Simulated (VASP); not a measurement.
Output of a VASP run:

File OSZICAR:
```
       N       E                     dE             d eps       ncg     rms          rms(c)
DAV:   1     0.302818817915E+02    0.30282E+02   -0.57096E+03  6092   0.134E+03
DAV:   2    -0.214913429850E+02   -0.51773E+02   -0.49299E+02  6098   0.210E+02
DAV:   3    -0.227958432090E+02   -0.13045E+01   -0.12946E+01  7094   0.441E+01
DAV:   4    -0.228163786192E+02   -0.20535E-01   -0.20504E-01  7160   0.493E+00
DAV:   5    -0.228170213052E+02   -0.64269E-03   -0.64267E-03  7002   0.890E-01    0.120E+01
DAV:   6    -0.229912674967E+02   -0.17425E+00   -0.54871E+01  6628   0.136E+02    0.153E+01
DAV:   7    -0.200816713261E+02    0.29096E+01   -0.15338E+01  6650   0.771E+01    0.170E+00
DAV:   8    -0.200833716629E+02   -0.17003E-02   -0.61624E-01  7224   0.121E+01    0.164E+00
DAV:   9    -0.200596190169E+02    0.23753E-01   -0.12900E-01  6782   0.656E+00    0.317E-01
DAV:  10    -0.200633011455E+02   -0.36821E-02   -0.11130E-02  6292   0.114E+00    0.284E-01
DAV:  11    -0.200644250901E+02   -0.11239E-02   -0.71446E-03  7024   0.138E+00    0.589E-02
DAV:  12    -0.200644214122E+02    0.36779E-05   -0.11118E-04  6598   0.137E-01    0.322E-02
DAV:  13    -0.200643918201E+02    0.29592E-04   -0.32618E-05  6450   0.679E-02    0.358E-02
DAV:  14    -0.200644130957E+02   -0.21276E-04   -0.65045E-05  6924   0.131E-01    0.664E-03
DAV:  15    -0.200644145949E+02   -0.14991E-05   -0.16353E-06  6446   0.194E-02    0.337E-03
DAV:  16    -0.200644145712E+02    0.23700E-07   -0.10877E-06  6256   0.200E-02    0.545E-04
DAV:  17    -0.200644145601E+02    0.11094E-07   -0.20912E-08  3228   0.199E-03
   1 F= -.20064415E+02 E0= -.20064507E+02  d E =0.278002E-03
```

**OUTCAR**
```
------------------------ aborting loop because EDIFF is reached ----------------------------------------
  FORCE on cell =-STRESS in cart. coord.  units (eV):
  Direction    XX          YY          ZZ          XY          YZ          ZX
  --------------------------------------------------------------------------------------
  Total        0.0209227      0.0201771      0.0209227      0.0000000      0.0000000     -0.1897429
  in kB        1.4303313      1.3793601      1.4303313      0.0000000      0.0000000    -12.9713038
  external PRESSURE =       1.4133409 kB  Pullay stress =       0.0000000 kB
  volume of cell :       23.44
      direct lattice vectors                 reciprocal lattice vectors
     2.861768137  0.000000000  0.014308841     0.349443055  0.000000000 -0.001747215
     0.000000000  2.861768137  0.000000000     0.000000000  0.349434319  0.000000000
     0.014308841  0.000000000  2.861768137    -0.001747215  0.000000000  0.349443055
 POSITION                                       TOTAL-FORCE (eV/Angst)
 -----------------------------------------------------------------------------------
      1.43804      1.43088      1.43804        -0.000000      0.000000      0.000000
      0.00000      0.00000      0.00000         0.000000      0.000000      0.000000
 -----------------------------------------------------------------------------------
    total drift:                               -0.000000      0.000000     -0.000000
  FREE ENERGIE OF THE ION-ELECTRON SYSTEM (eV)
  ---------------------------------------------------
  free  energy   TOTEN  =       -20.0644145601 eV

  energy  without entropy=      -20.0646925625  energy(sigma->0) =      -20.06450723
```
(Selected blocks of OUTCAR.)

File POSCAR:
```
NiAl
1
    2.8617681366     0.0000000000     0.0143088407
    0.0000000000     2.8617681366     0.0000000000
    0.0143088407     0.0000000000     2.8617681366
Al Ni
1 1
Direct
  0.5000000000   0.5000000000   0.5000000000
  0.0000000000   0.0000000000   0.0000000000
```

Q: Reconstruct the remaining input files.

A: This is not unique; one that fits is the input of the run itself, r2SCAN meta-GGA, plane waves, VASP's PBE PAW potentials (set 64).

KPOINTS:
```
Regular mesh
0
Gamma
12 12 12
0 0 0
```

### INCAR
```
SYSTEM = NiAl
PREC = Accurate
ENCUT = 480
EDIFF = 1E-7
NELM = 100
ALGO = Normal
LREAL = .FALSE.
LASPH = .TRUE.
ISMEAR = 1
SIGMA = 0.1
METAGGA = R2SCAN
LMIXTAU = .TRUE.
LMAXMIX = 4
LWAVE = .FALSE.
LCHARG = .FALSE.
ISIF = 2
```

POTCAR, in this order: Al Ni (PBE.64 set). Program: vasp_std.

The compound is NiAl in the CsCl type structure. This cell was strained or had an atom moved on purpose. The run is not spin-polarised, so no magnetic state was tried. The electron count is odd and the run is not spin-polarised, which forces a metal.
